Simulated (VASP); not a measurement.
A VASP calculation is set up with these files.

INCAR:
```
! general
SYSTEM  = NiO
PREC    = Accurate
ENCUT   = 520
LREAL   = .FALSE.
LASPH   = .TRUE.

! electronic loop
EDIFF   = 1E-6
NELM    = 100
ALGO    = Normal
LMAXMIX = 4

! smearing
ISMEAR  = 0
SIGMA   = 0.05

! functional
GGA     = PE

! spin
ISPIN   = 2
MAGMOM  = 2.0 2.0 0.0 0.0

! ions
ISIF    = 2

! output
LWAVE   = .FALSE.
LCHARG  = .FALSE.
LORBIT  = 10
```

### POSCAR
```
NiO
1
    4.1800000000     2.0900000000     2.0900000000
    2.0900000000     4.1800000000     2.0900000000
    2.0900000000     2.0900000000     4.1800000000
Ni O
2 2
Direct
  0.0000000000   0.0000000000   0.0000000000
  0.5000000000   0.5000000000   0.5000000000
  0.2500000000   0.2500000000   0.2500000000
  0.7500000000   0.7500000000   0.7500000000
```

**KPOINTS**
```
Automatic mesh
0
Gamma
8 8 8
0 0 0
```

POTCAR, in this order: Ni O (PBE.64 set). Program: vasp_std.

### Question
Translate this PBE calculation to Ansatz.

### Answer
One equivalent input (not run):
Ansatz 0.2 input:
```yaml
crystal:
  lattice:
    - [4.1800000, 2.0900000, 2.0900000]
    - [2.0900000, 4.1800000, 2.0900000]
    - [2.0900000, 2.0900000, 4.1800000]
  atoms:
    - { symbol: Ni, position: [0.0000000, 0.0000000, 0.0000000], spin: 2 }
    - { symbol: Ni, position: [0.5000000, 0.5000000, 0.5000000], spin: 2 }
    - { symbol: O, position: [0.2500000, 0.2500000, 0.2500000] }
    - { symbol: O, position: [0.7500000, 0.7500000, 0.7500000] }
kpoints:
  mp_grid: { grid: [8, 8, 8] }
hamiltonian:
  xc: pbe
  pseudopotentials: { kind: paw }
magnetization: { spin_polarized: true }
scf:
  occupations: { method: gaussian, width: 0.05 }
  max_iter: 100
output: { forces: true, stress: true, eigenvalues: true }
```
Limits of the translation: each code has its own PAW files, so the cut-off isn't converted (ENCUT is set for VASP's; basis.ecutwfc is left out, and Ansatz then takes the one that its files recommend); Ansatz stops its SCF on the density residual and VASP on the energy change (EDIFF).

The compound is NiO in the rock salt, AFM-II order structure. The cell was not relaxed at this level. The k-mesh is coarse (spacing up to 0.31 per Å, 2π included), so the numbers may not be converged in it. The run is one of a series of settings (MAGMOM = 2.0 2.0 0.0 0.0 against the base run), some of them coarse on purpose.
